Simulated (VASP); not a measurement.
The system is Sc2InSb3.

```
Sc In Sb
1.0
     5.67079    0.00000    0.00000
    -2.83539    4.91105    0.00000
     0.00000    0.00000    6.78803
Sc In Sb
2 1 3
Direct
  0.00000 0.00000 0.22096
  0.00000 0.00000 0.77904
  0.00000 0.00000 0.50000
  0.28719 0.00000 0.00000
  0.00000 0.28719 0.00000
  0.71281 0.71281 0.00000
```

The cell was built by a generator and needn't be a form met in nature.

```yaml
Program: VASP 6.6.1
Task: relaxation of cell and atoms
Functional: PBE
Potentials_or_basis: VASP PAW PBE potentials, release 64 (Sc_sv, In_d, Sb)
Cutoff: 520 eV
k_mesh: 4 × 4 × 3
Occupations: gaussian, width 0.15 eV
Spin: no spin polarisation
```

At the start: pressure 54.4 GPa; volume 31.51 Å³/atom.

Question: How do energy, volume and symmetry change on relaxing?

Answer: Over 23 steps the energy falls by 4076.7 meV/atom and the volume is 48.92 Å³/atom (+55.3 %); space group P-62m (No. 189, to 0.05 Å).

Step by step:
| step | energy change (eV) | largest force (eV/Å) | pressure (GPa) | volume (Å³) |
| --- | --- | --- | --- | --- |
| 1 | 0.0000 | 13.5484 | 54.41 | 189.04 |
| 2 | 90.8034 | 1.1655 | -0.42 | 614.94 |
| 3 | -7.9166 | 1.1782 | -5.04 | 559.26 |
| 4 | -19.3549 | 1.6442 | -5.16 | 470.56 |
| 5 | -22.1061 | 2.4945 | 2.73 | 288.59 |
| 6 | -22.8757 | 2.0428 | -4.79 | 357.26 |
| 7 | -23.0326 | 2.3659 | -0.99 | 331.24 |
| 8 | -23.0272 | 2.3396 | -1.77 | 335.27 |
| 9 | -23.9563 | 0.8583 | -1.23 | 312.94 |
| 10 | -24.1467 | 0.6087 | -0.46 | 300.70 |
| 11 | -24.1569 | 0.6618 | -0.18 | 297.18 |
| 12 | -24.2190 | 0.5255 | -0.07 | 293.57 |
| 13 | -24.3018 | 0.2435 | 0.37 | 282.91 |
| 14 | -24.3542 | 0.3774 | 0.15 | 285.03 |
| 15 | -24.3745 | 0.5134 | -0.02 | 286.69 |
| 16 | -24.3769 | 0.5673 | -0.09 | 287.33 |
| 17 | -24.4174 | 0.2899 | 0.15 | 287.13 |
| 18 | -24.4322 | 0.1505 | 0.33 | 286.96 |
| 19 | -24.4262 | 0.3786 | 0.72 | 286.59 |
| 20 | -24.4357 | 0.2279 | 0.43 | 286.85 |
| 21 | -24.4539 | 0.1074 | -0.21 | 295.29 |
| 22 | -24.4542 | 0.1211 | -0.18 | 294.56 |
| 23 | -24.4600 | 0.0697 | -0.10 | 293.52 |

Final structure:
```
CELL_PARAMETERS angstrom
5.98327 0.00000 0.00000
-2.99163 5.18166 0.00000
0.00000 0.00000 9.46731
ATOMIC_POSITIONS crystal
Sc 0.00000 0.00000 0.17383
Sc 0.00000 0.00000 0.82617
In 0.00000 0.00000 0.50000
Sb 0.40036 0.00000 0.00000
Sb 0.00000 0.40036 0.00000
Sb 0.59964 0.59964 0.00000
```

Caveat: the volume moved by over 15 % at a fixed basis, so the end points are rough.
